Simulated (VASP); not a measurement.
Set up this calculation in VASP 6.6.1, as the native input.

```
Task                   : density of states
Functional             : r2SCAN
Potentials or basis    : VASP PAW PBE potentials, release 64 (W_sv, Au)
Cutoff                 : 520 eV
k mesh                 : 8 × 8 × 8
Occupations            : tetrahedron
Spin                   : no spin polarisation
Further INCAR settings : ALGO = Normal; EDIFF = 1e-06; NBANDS = 20
```

The structure of WAu lies in POSCAR:

```
WAu
1.0
    0.0000000000      2.9092100000      2.9092100000
    2.9092100000      0.0000000000      2.9092100000
    2.9092100000      2.9092100000      0.0000000000
W Au
1 1
Direct
    0.0000000000      0.0000000000      0.0000000000
    0.7500000000      0.7500000000      0.7500000000
```

The cell was built by a generator and needn't be a form met in nature.

One way to write it, as run:

INCAR

```
  PREC = Accurate
  ENCUT = 520
  EDIFF = 1E-6
  ISMEAR = -5
  SIGMA = 0.05
  LREAL = F
  LASPH = T
  NELM = 100
  ALGO = Normal
  ISIF = 2
  LWAVE = F
  LCHARG = F
  LMAXMIX = 4
  METAGGA = R2SCAN
  LMIXTAU = T
  LORBIT = 10
  NBANDS = 20
  NEDOS = 1001
```

KPOINTS

```
Automatic mesh
0
Gamma
  8 8 8
```

Potentials or basis: VASP PAW PBE potentials, release 64 (W_sv, Au).

The run is started by

```bash
$ cat potpaw_PBE.64/W_sv/POTCAR potpaw_PBE.64/Au/POTCAR > POTCAR
$ mpirun -np 1 vasp_std > vasp.out
```

Results of the run:

| Quantity | Value |
| --- | --- |
| Pressure | -3.0 GPa |
| Band gap on the k mesh | none (metal or under the smearing width) |
| Valence electrons inside the program's atomic spheres | W 11.81; Au 9.95 |

Caveat: the PAW data sets were made with another functional, which shifts forces and pressure a little; tetrahedron occupations give inexact forces and stress in metals.

It took 58 s on 1 thread of Intel(R) Xeon(R) 6975P-C (Granite Rapids) (shared host), peak memory 0.2 GiB.
